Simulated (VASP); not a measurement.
C:

```
C
1.0
     2.46100    0.00000    0.00000
    -1.23050    2.13129    0.00000
     0.00000    0.00000    8.04960
C
4
Direct
  0.00000 0.00000 0.25000
  0.33333 0.66667 0.25000
  0.00000 0.00000 0.75000
  0.66667 0.33333 0.75000
```

The cell was built by a generator and needn't be a form met in nature.

Base run:

```yaml
Program: VASP 6.6.1
Functional: PBE
Dispersion: TS
Potentials_or_basis: VASP PAW PBE potentials, release 64 (C)
Cutoff: 520 eV
k_mesh: 16 × 16 × 4
Occupations: fermi-dirac, width 0.05 eV
Spin: no spin polarisation
```

Its results: band gap on the k mesh 1.00 eV, direct; pressure -0.5 GPa.

Question: After a change of settings the same cell gave: band gap on the k mesh 1.00 eV, direct; pressure 1.1 GPa. Which change was it?
A. dispersion from TS to D3(BJ)
B. functional from PBE to PBEsol; dispersion from TS to none
C. functional from PBE to vdW-DF2; dispersion from TS to none
D. dispersion from TS to none

Answer: A.
